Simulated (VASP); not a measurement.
Given:

```
CELL_PARAMETERS angstrom
      1.47574    -2.55605     0.00000
      1.47574     2.55605     0.00000
      0.00000     0.00000    10.69959
ATOMIC_POSITIONS crystal
  Mo 0.33333 0.66667 0.25000
  Mo 0.66667 0.33333 0.75000
  S  0.33333 0.66667 0.89693
  S  0.66667 0.33333 0.39693
  S  0.66667 0.33333 0.10307
  S  0.33333 0.66667 0.60307
```

All values below come from LDA (Ceperley-Alder, Perdew-Zunger), VASP's LDA PAW potentials (set 64) (plane waves; VASP). Numerical set-up: 500 eV cut-off, 12×12×3 Γ-centred mesh, first-order Methfessel-Paxton smearing of 0.10 eV, potentials Mo_sv S.

Energy and stress use the plane-wave basis of the starting cell.

Question: The ions, cell shape and volume at an external pressure of 45.0 GPa are relaxed. What does this cell relax into?

Answer: 
```
CELL_PARAMETERS angstrom
      1.44519    -2.50314     0.00000
      1.44519     2.50314     0.00000
      0.00000     0.00000    10.46345
ATOMIC_POSITIONS crystal
  Mo 0.33333 0.66667 0.25000
  Mo 0.66667 0.33333 0.75000
  S  0.33333 0.66667 0.90104
  S  0.66667 0.33333 0.40104
  S  0.66667 0.33333 0.09896
  S  0.33333 0.66667 0.59896
```
Space group P6_3/mmc (194), at a tolerance of 0.03 Å.

Question: How do energy and volume change from the first to the last step?

Answer: The energy (σ→0) changes by +195.1 meV/atom and the volume by -6.2 %, in 10 ionic steps.

The compound is MoS2 in the 2H layered structure. This run relaxes it under an external pressure of 45 GPa. Symmetry was kept, so distortions that lower it aren't found.
